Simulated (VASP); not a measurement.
VASP input:

### KPOINTS
```
Regular mesh
0
G
 9 9 2
0 0 0
```

POSCAR:
```
MoSeS
1.0
  3.2041151835   0.0000000000   0.0000000000
 -1.6020575917   2.7748448722   0.0000000000
  0.0000000000   0.0000000000  13.1432128511
Mo Se S
2 2 2
direct
  0.0000000000   0.0000000000   0.2597638846
  0.0000000000   0.0000000000   0.7402361154
  0.6666670000   0.3333330000   0.8695723942
  0.3333330000   0.6666670000   0.1304276058
  0.3333330000   0.6666670000   0.3757433842
  0.6666670000   0.3333330000   0.6242566158
```

INCAR:
```
SYSTEM = MoSeS
PREC = Accurate
ENCUT = 400
EDIFF = 1E-7
NELM = 100
ALGO = Normal
LREAL = .FALSE.
LASPH = .TRUE.
ISMEAR = -5
GGA = PS
LMAXMIX = 4
LWAVE = .FALSE.
LCHARG = .TRUE.
LORBIT = 11
NEDOS = 601
ISIF = 2
LEFG = .TRUE.
```

POTCAR, in this order: Mo_sv Se S (PBE.64 set). Program: vasp_std.

Q: Translate this PBEsol calculation to Quantum ESPRESSO's pw.x.

A: One equivalent input (not run):
```
&CONTROL
  calculation = 'scf'
  pseudo_dir = './pseudo'
  outdir = './out'
  tprnfor = .true.
  tstress = .true.
/
&SYSTEM
  ibrav = 0
  nat = 6
  ntyp = 3
  ecutwfc = 86
  occupations = 'tetrahedra'
  input_dft = 'pbesol'
/
&ELECTRONS
  conv_thr = 7.3e-09
  electron_maxstep = 100
/
ATOMIC_SPECIES
  Mo 95.950 Mo.upf
  Se 78.971 Se.upf
  S 32.060 S.upf
CELL_PARAMETERS angstrom
     3.2041152    0.0000000    0.0000000
    -1.6020576    2.7748449    0.0000000
     0.0000000    0.0000000   13.1432129
ATOMIC_POSITIONS crystal
  Mo   0.0000000  0.0000000  0.2597639
  Mo   0.0000000  0.0000000  0.7402361
  Se   0.6666670  0.3333330  0.8695724
  Se   0.3333330  0.6666670  0.1304276
  S    0.3333330  0.6666670  0.3757434
  S    0.6666670  0.3333330  0.6242566
K_POINTS automatic
  9 9 2 0 0 0
```
Limits of the translation: the potentials are each code's own (VASP's PAW set, PseudoDojo norm-conserving files in pw.x), so ENCUT and ecutwfc are chosen apart and not converted; conv_thr bounds pw.x's estimated SCF error, while EDIFF bounds the energy change between steps; the field gradients of LEFG aren't asked of the other code.

The structure comes from a computed database's MoSeS entry (P-3m1); how it stands against other phases isn't given here. It was relaxed first, which changed the volume by -6 %.
